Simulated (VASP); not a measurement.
Level of theory: revPBE GGA, VASP's PBE PAW potentials (set 64) (plane waves; VASP).

The input files of a VASP run:

**KPOINTS**
```
Regular mesh
0
G
12 12 7
```

**POSCAR**
```
Ho
1.0
  1.8033695282  -3.1235277044   0.0000000000
  1.8033695282   3.1235277044   0.0000000000
  0.0000000000   0.0000000000   5.5705953402
Ho
2
Cart
  1.8033695282   1.0411779838   1.3926488350
  1.8033695282  -1.0411779838   4.1779465051
```

**INCAR**
```
# general
SYSTEM   =  Ho
PREC     =  Accurate
ENCUT    =  520
LREAL    =  .False.
LASPH    =  .True.

# electronic loop
EDIFF    =  1E-7
NELM     =  100
ALGO     =  Normal
LMAXMIX  =  6

# smearing
ISMEAR   =  1
SIGMA    =  0.1

# functional
GGA      =  RE

# ions
IBRION   =  2
NSW      =  30
ISIF     =  4
EDIFFG   =  -0.01

# output
LWAVE    =  .False.
LCHARG   =  .False.
```

POTCAR, in this order: Ho_3 (PBE.64 set). Program: vasp_std.

The 4f electrons are frozen in the core of the lanthanide potential, so 4f levels, which can set the real gap, and their magnetism are missing.

Question: What does the run give for the energy per atom (σ→0), band gap (on the k-mesh)?

Answer: 
- energy per atom (σ→0): -4.230 eV/atom
- band gap (on the k-mesh): none (metal, semimetal or under 0.01 eV)

File OSZICAR:
```
...
       N       E                     dE             d eps       ncg     rms          rms(c)
DAV:   1    -0.846058589227E+01   -0.71511E-03   -0.33203E-02  2927   0.165E+00    0.123E-01
DAV:   2    -0.846018400186E+01    0.40189E-03   -0.85281E-04  3115   0.356E-01    0.740E-02
DAV:   3    -0.845999224701E+01    0.19175E-03   -0.22642E-04  3496   0.146E-01    0.443E-02
DAV:   4    -0.845999143440E+01    0.81261E-06   -0.35416E-05  3096   0.503E-02    0.183E-02
DAV:   5    -0.845999156517E+01   -0.13077E-06   -0.18491E-06  3504   0.152E-02    0.263E-03
DAV:   6    -0.845999151713E+01    0.48037E-07   -0.61377E-08  1634   0.273E-03
   3 F= -.84599915E+01 E0= -.84591303E+01  d E =-.587697E-03
```

The compound is Ho in the hcp structure. This cell is one point of a volume scan, at 0.97 of the reference volume. Symmetry was kept, so distortions that lower it aren't found.
